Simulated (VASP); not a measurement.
Input:

```xyz
3
Lattice="0.0000 2.5715 2.5715 2.5715 0.0000 2.5715 2.5715 2.5715 0.0000" Properties=species:S:1:pos:R:3 pbc="T T T"
Zr     0.0000     0.0000     0.0000
O      1.2857     1.2857     1.2857
O      3.8572     3.8572     3.8572
```

Computed with revPBE GGA, VASP's PBE PAW potentials (set 64) (plane waves; VASP). Run with 520 eV cut-off, 8×8×8 Γ-centred mesh, tetrahedra with Blöchl corrections, potentials Zr_sv O.

Problem. What does the run give for the energy per atom (σ→0), band gap (on the k-mesh) with the smallest direct gap where there is one?

Solution. 
```yaml
band gap (on the k-mesh): 3.30 eV
smallest direct gap (on the k-mesh): 3.74 eV
energy per atom (σ→0): -9.138 eV/atom
```

The absolute energy has meaning only against runs of the same code, potentials and settings.

The compound is ZrO2 in the fluorite structure, the high-temperature cubic form, which is unstable at 0 K; the monoclinic form is the stable one. It was relaxed first.
